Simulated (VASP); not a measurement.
Crystal: Al4H.

```
Al H
1.0
     2.65282    1.53161    4.42667
    -2.65282    1.53161    4.42667
     0.00000   -3.06321    4.42667
Al H
4 1
Direct
  0.50000 0.50000 0.00000
  0.00000 0.50000 0.50000
  0.50000 0.00000 0.50000
  0.50000 0.50000 0.50000
  0.00000 0.00000 0.00000
```

The cell was built by a generator and needn't be a form met in nature.

| Quantity | Value |
| --- | --- |
| Program | VASP 6.6.1 |
| Task | relaxation of cell and atoms |
| Functional | LDA |
| Potentials or basis | VASP PAW LDA potentials, release 64 (Al, H) |
| Cutoff | 600 eV |
| k mesh | 6 × 6 × 6 |
| Occupations | gaussian, width 0.05 eV |
| Spin | no spin polarisation |

At the start: pressure -2.2 GPa; volume 21.58 Å³/atom.

Task: Where does the relaxation end?

Result: Over 5 steps the energy falls by 8.2 meV/atom and the volume is 20.49 Å³/atom (-5.1 %); space group R-3m (No. 166, to 0.05 Å).

Step by step:
```csv
step,energy change (eV),largest force (eV/Å),pressure (GPa),volume (Å³)
1,0.0000,0.0000,-2.22,107.92
2,-0.0399,0.0000,-0.39,103.31
3,-0.0410,0.0000,0.00,102.47
4,-0.0410,0.0000,0.05,102.36
5,-0.0410,0.0000,0.01,102.46
```

Final structure:
```yaml
crystal:
  lattice:
    - [2.60097, 1.50167, 4.37231]
    - [-2.60097, 1.50167, 4.37231]
    - [0.00000, -3.00334, 4.37231]
  atoms:
    - { symbol: Al, position: [0.50000, 0.50000, 0.00000] }
    - { symbol: Al, position: [0.00000, 0.50000, 0.50000] }
    - { symbol: Al, position: [0.50000, 0.00000, 0.50000] }
    - { symbol: Al, position: [0.50000, 0.50000, 0.50000] }
    - { symbol: H, position: [0.00000, 0.00000, 0.00000] }
```
